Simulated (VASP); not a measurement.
Calculation: TPSS meta-GGA, VASP's PBE PAW potentials (set 64) (plane waves; VASP).

VASP input:

File POSCAR:
```
KTaO3
1
    3.9900000000     0.0000000000     0.0000000000
    0.0000000000     3.9900000000     0.0000000000
    0.0000000000     0.0000000000     3.9900000000
K Ta O
1 1 3
Direct
  0.0000000000   0.0000000000   0.0000000000
  0.5000000000   0.5000000000   0.5000000000
  0.5000000000   0.0000000000   0.5000000000
  0.0000000000   0.5000000000   0.5000000000
  0.5000000000   0.5000000000   0.0000000000
```

**INCAR**
```
! general
SYSTEM =KTaO3
PREC   =Accurate
ENCUT  =520
LREAL  =.False.
LASPH  =.True.

! electronic loop
EDIFF  =1E-6
NELM   =100
ALGO   =Normal
LMAXMIX=6
LMIXTAU=.True.

! smearing
ISMEAR =0
SIGMA  =0.05

! functional
METAGGA=TPSS

! ions
IBRION =2
NSW    =60
ISIF   =3
EDIFFG =-0.02

! output
LWAVE  =.False.
LCHARG =.False.
```

**KPOINTS**
```
Automatic mesh
0
Gamma
5 5 5
0 0 0
```

POTCAR, in this order: K_sv Ta_pv O (PBE.64 set). Program: vasp_std.

The run wrote:

### OUTCAR
```
 ion  position               nearest neighbor table
   1  0.000  0.000  0.000-   3 2.82   4 2.82   5 2.82   3 2.82   4 2.82   4 2.82   5 2.82   4 2.82
                             3 2.82   5 2.82   3 2.82   5 2.82   2 3.46   2 3.46   2 3.46   2 3.46
   2  0.500  0.500  0.500-   3 2.00   4 2.00   5 2.00   5 2.00   3 2.00   4 2.00   1 3.46   1 3.46
                             1 3.46   1 3.46   1 3.46   1 3.46   1 3.46   1 3.46
   3  0.500  0.000  0.500-   2 2.00   2 2.00   1 2.82   1 2.82   1 2.82   1 2.82
   4  0.000  0.500  0.500-   2 2.00   2 2.00   1 2.82   1 2.82   1 2.82   1 2.82
   5  0.500  0.500  0.000-   2 2.00   2 2.00   1 2.82   1 2.82   1 2.82   1 2.82
  LATTYP: Found a simple cubic cell.
 ALAT       =     3.9900000000
 Subroutine PRICEL returns:
 Original cell was already a primitive cell.
 Subroutine GETGRP returns: Found 48 space group operations
The static configuration has the point symmetry O_h .
The dynamic configuration has the point symmetry O_h .
 Subroutine INISYM returns: Found 48 space group operations
 Subroutine IBZKPT returns following result:
 Found     10 irreducible k-points:

 Following reciprocal coordinates:
            Coordinates               Weight
  0.000000  0.000000  0.000000      1.000000
  0.200000  0.000000  0.000000      6.000000
  0.400000  0.000000  0.000000      6.000000
  0.200000  0.200000  0.000000     12.000000
...
```

File OSZICAR:
```
       N       E                     dE             d eps       ncg     rms          rms(c)
DAV:   1     0.404906040627E+03    0.40491E+03   -0.22829E+04   460   0.197E+03
DAV:   2     0.128451294494E+02   -0.39206E+03   -0.38575E+03   628   0.526E+02
DAV:   3    -0.123666533926E+02   -0.25212E+02   -0.25127E+02   594   0.129E+02
DAV:   4    -0.134300044656E+02   -0.10634E+01   -0.10620E+01   850   0.282E+01
DAV:   5    -0.134369884097E+02   -0.69839E-02   -0.69823E-02   558   0.204E+00    0.104E+02
DAV:   6    -0.594071007047E+02   -0.45970E+02   -0.33017E+02   488   0.217E+02    0.417E+01
DAV:   7    -0.557705481457E+02    0.36366E+01   -0.12520E+01   573   0.306E+01    0.242E+01
DAV:   8    -0.553008754190E+02    0.46967E+00   -0.20408E+00   594   0.102E+01    0.142E+01
DAV:   9    -0.552411678147E+02    0.59708E-01   -0.11942E+00   648   0.105E+01    0.316E+00
DAV:  10    -0.553781517846E+02   -0.13698E+00   -0.80703E-01   693   0.924E+00    0.105E+00
DAV:  11    -0.556648067438E+02   -0.28665E+00   -0.10913E-01   523   0.343E+00    0.569E-01
DAV:  12    -0.556661291038E+02   -0.13224E-02   -0.12244E-02   596   0.883E-01    0.120E-01
DAV:  13    -0.556702003458E+02   -0.40712E-02   -0.15951E-03   565   0.362E-01    0.921E-02
DAV:  14    -0.556704066662E+02   -0.20632E-03   -0.96913E-04   696   0.230E-01    0.156E-02
DAV:  15    -0.556704520414E+02   -0.45375E-04   -0.47271E-05   612   0.613E-02    0.110E-02
DAV:  16    -0.556704323649E+02    0.19676E-04   -0.83405E-06   600   0.310E-02    0.422E-03
DAV:  17    -0.556704567862E+02   -0.24421E-04   -0.10208E-05   638   0.321E-02    0.349E-03
DAV:  18    -0.556704574425E+02   -0.65632E-06   -0.14197E-06   391   0.118E-02
   1 F= -.55670457E+02 E0= -.55670457E+02  d E =-.556705E+02
       N       E                     dE             d eps       ncg     rms          rms(c)
DAV:   1    -0.561219652464E+02   -0.45151E+00   -0.15976E+01   516   0.382E+01    0.707E+00
DAV:   2    -0.557224006194E+02    0.39956E+00   -0.16215E+00   523   0.904E+00    0.320E+00
DAV:   3    -0.556562514304E+02    0.66149E-01   -0.16224E-01   608   0.413E+00    0.136E+00
DAV:   4    -0.556520813166E+02    0.41701E-02   -0.68079E-02   668   0.175E+00    0.767E-01
DAV:   5    -0.556478543178E+02    0.42270E-02   -0.13359E-02   717   0.981E-01    0.276E-01
DAV:   6    -0.556523127096E+02   -0.44584E-02   -0.12214E-02   523   0.920E-01    0.105E-01
DAV:   7    -0.556564663953E+02   -0.41537E-02   -0.29963E-03   509   0.422E-01    0.298E-02
DAV:   8    -0.556564332820E+02    0.33113E-04   -0.13494E-04   619   0.110E-01    0.184E-02
DAV:   9    -0.556565199728E+02   -0.86691E-04   -0.45122E-05   516   0.806E-02    0.273E-03
DAV:  10    -0.556565248518E+02   -0.48790E-05   -0.76745E-06   544   0.294E-02    0.207E-03
DAV:  11    -0.556565267900E+02   -0.19382E-05   -0.55199E-07   342   0.774E-03    0.130E-03
DAV:  12    -0.556565279847E+02   -0.11947E-05   -0.36401E-07   307   0.696E-03    0.596E-04
DAV:  13    -0.556565279801E+02    0.45925E-08   -0.64502E-08   293   0.220E-03
   2 F= -.55656528E+02 E0= -.55656528E+02  d E =0.139295E-01
       N       E                     dE             d eps       ncg     rms          rms(c)
DAV:   1    -0.558506428359E+02   -0.19411E+00   -0.53139E+00   488   0.218E+01    0.395E+00
DAV:   2    -0.557090395060E+02    0.14160E+00   -0.56185E-01   495   0.543E+00    0.181E+00
DAV:   3    -0.556888087961E+02    0.20231E-01   -0.56309E-02   642   0.240E+00    0.619E-01
DAV:   4    -0.556881232619E+02    0.68553E-03   -0.18392E-02   693   0.952E-01    0.331E-01
DAV:   5    -0.556860518412E+02    0.20714E-02   -0.51182E-03   658   0.616E-01    0.127E-01
DAV:   6    -0.556887208470E+02   -0.26690E-02   -0.43105E-03   495   0.543E-01    0.537E-02
DAV:   7    -0.556894611784E+02   -0.74033E-03   -0.46522E-04   516   0.170E-01    0.191E-02
DAV:   8    -0.556894674299E+02   -0.62514E-05   -0.44040E-05   628   0.721E-02    0.106E-02
DAV:   9    -0.556894961726E+02   -0.28743E-04   -0.14646E-05   553   0.451E-02    0.144E-03
DAV:  10    -0.556894976209E+02   -0.14483E-05   -0.19767E-06   393   0.149E-02    0.117E-03
DAV:  11    -0.556894977108E+02   -0.89964E-07   -0.29400E-07   321   0.517E-03
   3 F= -.55689498E+02 E0= -.55689498E+02  d E =-.190403E-01
```

**OUTCAR**
```
------------------------ aborting loop because EDIFF is reached ----------------------------------------
  FORCE on cell =-STRESS in cart. coord.  units (eV):
  Direction    XX          YY          ZZ          XY          YZ          ZX
  --------------------------------------------------------------------------------------
  Total       -0.0126623     -0.0126623     -0.0126623      0.0000000      0.0000000      0.0000000
  in kB       -0.3124734     -0.3124734     -0.3124734      0.0000000      0.0000000      0.0000000
  external PRESSURE =      -0.3124734 kB  Pullay stress =       0.0000000 kB
  volume of cell :       64.92
      direct lattice vectors                 reciprocal lattice vectors
     4.019172262 -0.000000000  0.000000000     0.248807450  0.000000000  0.000000000
    -0.000000000  4.019172262 -0.000000000     0.000000000  0.248807450  0.000000000
    -0.000000000 -0.000000000  4.019172262    -0.000000000  0.000000000  0.248807450
 POSITION                                       TOTAL-FORCE (eV/Angst)
 -----------------------------------------------------------------------------------
      0.00000      0.00000      0.00000         0.000000      0.000000      0.000000
      2.00959      2.00959      2.00959        -0.000000     -0.000000      0.000000
      2.00959     -0.00000      2.00959         0.000000     -0.000000      0.000000
     -0.00000      2.00959      2.00959        -0.000000     -0.000000      0.000000
      2.00959      2.00959      0.00000         0.000000      0.000000      0.000000
 -----------------------------------------------------------------------------------
    total drift:                                0.000000      0.000000     -0.000000
  FREE ENERGIE OF THE ION-ELECTRON SYSTEM (eV)
  ---------------------------------------------------
  free  energy   TOTEN  =       -55.6894977108 eV

  energy  without entropy=      -55.6894977108  energy(sigma->0) =      -55.68949771

 reached required accuracy - stopping structural energy minimisation
```
(Selected blocks of OUTCAR.)

CONTCAR:
```
KTaO3
   1.00000000000000
     4.0191722615570411   -0.0000000000000000    0.0000000000000000
    -0.0000000000000000    4.0191722615570411   -0.0000000000000000
    -0.0000000000000000   -0.0000000000000000    4.0191722615570411
  K               Ta              O
     1     1     3
Direct
     0.0000000000000000    0.0000000000000000    0.0000000000000000
     0.5000000000000000    0.5000000000000000    0.5000000000000000
     0.5000000000000000    0.0000000000000000    0.5000000000000000
     0.0000000000000000    0.5000000000000000    0.5000000000000000
     0.5000000000000000    0.5000000000000000    0.0000000000000000
```

Energy and stress use the plane-wave basis of the starting cell.

The compound is KTaO3 in the cubic perovskite structure. This run relaxes it. Symmetry was kept, so distortions that lower it aren't found.
